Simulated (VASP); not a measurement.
Here is the system:

```yaml
crystal:
  lattice:
    - [0.00000, 2.41702, 2.41702]
    - [2.41702, 0.00000, 2.41702]
    - [2.41702, 2.41702, 0.00000]
  atoms:
    - { symbol: Eu, position: [0.00000, 0.00000, 0.00000] }
    - { symbol: O, position: [0.50000, 0.50000, 0.50000] }
```

Computed with PBE GGA with D4 dispersion, VASP's PBE PAW potentials (set 64) (plane waves; VASP). Settings: 520 eV cut-off, 9×9×9 Γ-centred mesh, Gaussian smearing of 0.050 eV, potentials Eu_2 O.

The 4f electrons are frozen in the core of the lanthanide potential, so 4f levels, which can set the real gap, and their magnetism are missing.

Task: What does the run give for the energy per atom (σ→0), pressure?

Result: 
- energy per atom (σ→0): -6.850 eV/atom
- pressure: 8.49 GPa

Only differences to runs with the same potentials and settings are physical.

The compound is EuO in the rock salt structure. This cell is one point of a volume scan, at 0.94 of the reference volume.
